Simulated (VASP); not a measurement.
Energy against volume of CoSi₂ (fluorite). Level of theory: PBE GGA with D3 dispersion (zero damping), VASP's PBE PAW potentials (set 64) (plane waves; VASP). Run with 520 eV cut-off, 10×10×10 Γ-centred mesh, first-order Methfessel-Paxton smearing of 0.10 eV, potentials Co Si.

```json
[
 {"V (Å³/atom)": "11.776", "E (eV/atom)": "-6.69171"},
 {"V (Å³/atom)": "12.152", "E (eV/atom)": "-6.71461"},
 {"V (Å³/atom)": "12.528", "E (eV/atom)": "-6.72179"},
 {"V (Å³/atom)": "12.904", "E (eV/atom)": "-6.71561"}
]
```

### Question
Fit these four points and predict the energy of the run at 13.279 Å³/atom.

### Answer
A cubic in V^(−2/3), the third-order Birch-Murnaghan form, passes through the four points with V0 = 12.53 Å³/atom and B0 = 189 GPa, and gives -6.6981 eV/atom there. The run gave -6.6981 eV/atom, -0.0 meV/atom from the fit; all five points give B0 = 189 GPa.

The compound is CoSi2 in the fluorite structure. It was relaxed first. The run is not spin-polarised, so no magnetic state was tried.
